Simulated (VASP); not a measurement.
# Cobalt: how cutoff and mesh change the relaxed cell, part 2 of 2

How far does the relaxed cell of Cobalt depend on cutoff and k mesh? The starting structure is a measured crystal structure from the Crystallography Open Database. The first relaxation on each setting starts from this cell expanded by 3 % in volume.

VASP 6.6.1.

Results so far: reference 10.32 Å³ an atom; a cutoff of 270 eV 10.17 Å³ an atom; an 11×11×6 mesh 10.31 Å³ an atom.

## 5. Relaxation with a cutoff of 600 eV

Level of this step: PBEsol, spin-polarised from a ferromagnetic start; plane waves and PAW (Co) (VASP).

Against step 2 the input has ENCUT = 600. This run starts from the cell of an earlier relaxation, which isn't shown; the restart sets up the plane waves anew.

Input file INCAR:

```
SYSTEM = Co
PREC = Accurate
ENCUT = 600
EDIFF = 1E-06
NELM = 100
ISMEAR = 1
SIGMA = 0.15
LREAL = .FALSE.
ALGO = Normal
GGA = PS
NBANDS = 19
ISPIN = 2
MAGMOM = 2 2
LASPH = .TRUE.
LMAXMIX = 4
LORBIT = 11
LWAVE = .FALSE.
LCHARG = .FALSE.
KPAR = 8
IBRION = 2
NSW = 50
ISIF = 3
EDIFFG = -0.006
```

Input file POSCAR:

```
Co
1.0
    2.4523895521      0.0000000000      0.0000000000
   -1.2261947760      2.1238316521      0.0000000000
    0.0000000000      0.0000000000      3.9619471113
Co
2
Direct
    0.6666666667      0.3333333333      0.7500000000
    0.3333333333      0.6666666667      0.2500000000
```

Input file KPOINTS:

```
Automatic mesh
0
Gamma
21 21 12
0 0 0
```

Potentials, in the order of the species: Co (PBE family, release 64).

Launch:

```console
$ mpirun -np 8 vasp_std
```

The program printed:

```text
[... set-up lines as in an earlier step ...]
 entering main loop
       N       E                     dE             d eps       ncg     rms          rms(c)
DAV:   1     0.882143702429E+02    0.88214E+02   -0.91642E+03 26856   0.146E+03
DAV:   2    -0.134563973768E+02   -0.10167E+03   -0.91784E+02 25725   0.236E+02
DAV:   3    -0.178544542583E+02   -0.43981E+01   -0.42340E+01 28146   0.607E+01
DAV:   4    -0.179201931747E+02   -0.65739E-01   -0.65689E-01 31369   0.643E+00
[...]
DAV:  11    -0.154728947316E+02    0.39571E-04   -0.28250E-05 33696   0.614E-02    0.301E-02
DAV:  12    -0.154728906267E+02    0.41049E-05   -0.34167E-06 27948   0.187E-02    0.179E-02
DAV:  13    -0.154728898539E+02    0.77281E-06   -0.20541E-06 21932   0.174E-02
   1 F= -.15472890E+02 E0= -.15472987E+02  d E =-.154729E+02  mag=     3.1079
[...]
reached required accuracy - stopping structural energy minimisation
```

Elapsed: 18 s, on 8 MPI ranks of Intel Xeon 6975P-C (Granite Rapids), shared host; peak memory 2.5 GiB; 2.3 min of CPU time.

Parts of OUTCAR (step 5):

```text
  Total       -0.0018889     -0.0018889     -0.0079631     -0.0000000     -0.0000000      0.0000000
  in kB       -0.1466534     -0.1466534     -0.6182642     -0.0000000     -0.0000000      0.0000000
  external PRESSURE =      -0.3038570 kB  Pullay stress =       0.0000000 kB

 POSITION                                       TOTAL-FORCE (eV/Angst)
 -----------------------------------------------------------------------------------
      1.22619      0.70794      2.97146         0.000000      0.000000      0.000000
     -0.00000      1.41589      0.99049        -0.000000     -0.000000      0.000000
 -----------------------------------------------------------------------------------
    total drift:                               -0.000000      0.000000     -0.000000

  FREE ENERGIE OF THE ION-ELECTRON SYSTEM (eV)
  ---------------------------------------------------
  free  energy   TOTEN  =       -15.4728898539 eV

  energy  without entropy=      -15.4731812910  energy(sigma->0) =      -15.47298700

[... 3 parts as in an earlier step ...]

[... 2 further parts left out ...]
[key lines of the parts left out:]
E-fermi :  10.7878
```

With a cutoff of 600 eV the cell ends at 10.318 Å³ an atom, +0.02 % from the reference; the bulk modulus is 246.8 GPa against 246.9 GPa.

## 6. Relaxation with a 30×30×16 mesh

Against step 2 the input has a 30×30×16 mesh. This run starts from the cell of an earlier relaxation, which isn't shown; the restart sets up the plane waves anew.

Changes to INCAR since step 5:

```diff
@@ -2,3 +2,3 @@
 PREC = Accurate
-ENCUT = 600
+ENCUT = 450
 EDIFF = 1E-06
```

Input file POSCAR:

```
Co
1.0
    2.4537253710      0.0000000000      0.0000000000
   -1.2268626855      2.1249885052      0.0000000000
    0.0000000000      0.0000000000      3.9618409390
Co
2
Direct
    0.6666666667      0.3333333333      0.7500000000
    0.3333333333      0.6666666667      0.2500000000
```

Input file KPOINTS:

```
Automatic mesh
0
Gamma
30 30 16
0 0 0
```

Launch:

```console
$ mpirun -np 8 vasp_std
```

The program printed:

```text
[... set-up lines as in an earlier step ...]
 entering main loop
       N       E                     dE             d eps       ncg     rms          rms(c)
DAV:   1     0.756523163426E+02    0.75652E+02   -0.75925E+03 65812   0.119E+03
DAV:   2    -0.142836616850E+02   -0.89936E+02   -0.81134E+02 62916   0.211E+02
DAV:   3    -0.178666878411E+02   -0.35830E+01   -0.34602E+01 68876   0.526E+01
DAV:   4    -0.179212803059E+02   -0.54592E-01   -0.54558E-01 78275   0.558E+00
[...]
DAV:  11    -0.154738460496E+02    0.61562E-04   -0.28884E-05 83469   0.645E-02    0.291E-02
DAV:  12    -0.154738422951E+02    0.37546E-05   -0.41139E-06 66002   0.188E-02    0.171E-02
DAV:  13    -0.154738420430E+02    0.25210E-06   -0.19031E-06 51352   0.165E-02
   1 F= -.15473842E+02 E0= -.15474029E+02  d E =-.154738E+02  mag=     3.1276
[...]
N       E                     dE             d eps       ncg     rms          rms(c)
DAV:   1    -0.154743873222E+02   -0.54503E-03   -0.45329E-03 68142   0.120E+00    0.192E-01
[...]
DAV:   4    -0.154738357924E+02    0.75155E-05   -0.36399E-06 71442   0.198E-02    0.186E-02
DAV:   5    -0.154738293638E+02    0.64285E-05   -0.10446E-06 45854   0.143E-02    0.291E-03
DAV:   6    -0.154738293020E+02    0.61862E-07   -0.56708E-07 38278   0.693E-03
   2 F= -.15473829E+02 E0= -.15474013E+02  d E =0.127410E-04  mag=     3.1257
 trial-energy change:    0.000013  1 .order    0.000006   -0.000036    0.000048
 step:   0.3246(harm=  0.4280)  dis= 0.00000  next Energy=   -15.473848 (dE=-0.565E-05)
[...]
N       E                     dE             d eps       ncg     rms          rms(c)
DAV:   1    -0.154741062352E+02   -0.27687E-03   -0.20704E-03 68073   0.812E-01    0.130E-01
DAV:   2    -0.154738985682E+02    0.20767E-03   -0.69357E-04 68610   0.558E-01    0.801E-02
DAV:   3    -0.154738546592E+02    0.43909E-04   -0.81915E-05 67645   0.182E-01    0.355E-02
DAV:   4    -0.154738505356E+02    0.41236E-05   -0.15737E-06 60672   0.134E-02    0.128E-02
DAV:   5    -0.154738465336E+02    0.40020E-05   -0.46404E-07 35637   0.103E-02    0.189E-03
DAV:   6    -0.154738466614E+02   -0.12773E-06   -0.26332E-07 32085   0.504E-03
   3 F= -.15473847E+02 E0= -.15474033E+02  d E =-.461841E-05  mag=     3.1270
[...]
reached required accuracy - stopping structural energy minimisation
```

Elapsed: 53 s, on 8 MPI ranks; peak memory 3.5 GiB.

Parts of OUTCAR (step 6):

```text
  Total        0.0039077      0.0039077      0.0037560     -0.0000000      0.0000000      0.0000000
  in kB        0.3032355      0.3032355      0.2914632     -0.0000000      0.0000000      0.0000000
  external PRESSURE =       0.2993114 kB  Pullay stress =       0.0000000 kB

 POSITION                                       TOTAL-FORCE (eV/Angst)
 -----------------------------------------------------------------------------------
      1.22665      0.70820      2.97087        -0.000000      0.000000      0.000000
     -0.00000      1.41641      0.99029         0.000000     -0.000000      0.000000
 -----------------------------------------------------------------------------------
    total drift:                                0.000000      0.000000     -0.000000

  FREE ENERGIE OF THE ION-ELECTRON SYSTEM (eV)
  ---------------------------------------------------
  free  energy   TOTEN  =       -15.4738466614 eV

  energy  without entropy=      -15.4744043091  energy(sigma->0) =      -15.47403254

 magnetization (x)
# of ion       s       p       d       tot
------------------------------------------
    1       -0.015  -0.052   1.637   1.570
    2       -0.015  -0.052   1.637   1.570
--------------------------------------------------
tot         -0.031  -0.104   3.275   3.140

[... 1 part as in an earlier step ...]

[... 3 further parts left out ...]
[key lines of the parts left out:]
E-fermi :  10.7807
```

With a 30×30×16 mesh the cell ends at 10.323 Å³ an atom, +0.07 % from the reference; the bulk modulus is 247.5 GPa against 246.9 GPa.

## 7. The runs compared

```csv
run,volume (Å³/atom),change (%),bulk modulus (GPa),pressure left (GPa),core minutes
reference,10.316,-,246.9,0.03,15.7
a cutoff of 270 eV,10.168,-1.44,263.4,0.03,9.04
an 11×11×6 mesh,10.314,-0.01,256.7,-0.04,3.97
a cutoff of 600 eV,10.318,0.02,246.8,-0.03,14.6
a 30×30×16 mesh,10.323,0.07,247.5,0.03,27.5
```

Core minutes are wall time times ranks, summed over the relaxations behind a row (those for a bulk modulus apart), on shared hosts.

## 8. What came out

- volume of the reference: 10.32 Å³/atom
- volume against the reference, a cutoff of 270 eV: -1.44 %
- volume against the reference, an 11×11×6 mesh: -0.01 %
- volume against the reference, a cutoff of 600 eV: +0.02 %
- volume against the reference, a 30×30×16 mesh: +0.07 %

The volume moves most with a cutoff of 270 eV: -1.44 % against the reference (450 eV, 21×21×12 mesh). On finer settings it changes by +0.02 % with a cutoff of 600 eV and +0.07 % with a 30×30×16 mesh. The relaxations stop with up to 0.04 GPa left, which at the bulk modulus found here is 0.02 % of the volume, and more along a soft axis. That understates it: a restart alone still moved the volume by up to 1.1 %. A cell that shrinks at the lower cutoff is the usual mark of Pulay stress, the error that a plane-wave basis makes when it is kept while the volume changes. The bulk modulus is more sensitive: it changes by +6.7 % with a cutoff of 270 eV. Further runs on this material are not shown.

[Lines on the potential files, build, host, timing and source positions are cut from VASP's logs without a mark.]

[Logs are printed without paths, hosts, clocks, repeated set-up lines and the standing remarks that a program may print on its own settings, such as how far it seeks lower states.]

[Hosts, paths, dates, database ids (printed as entryN), source tags and the programs' standing remarks are cut or masked in the printed files.]
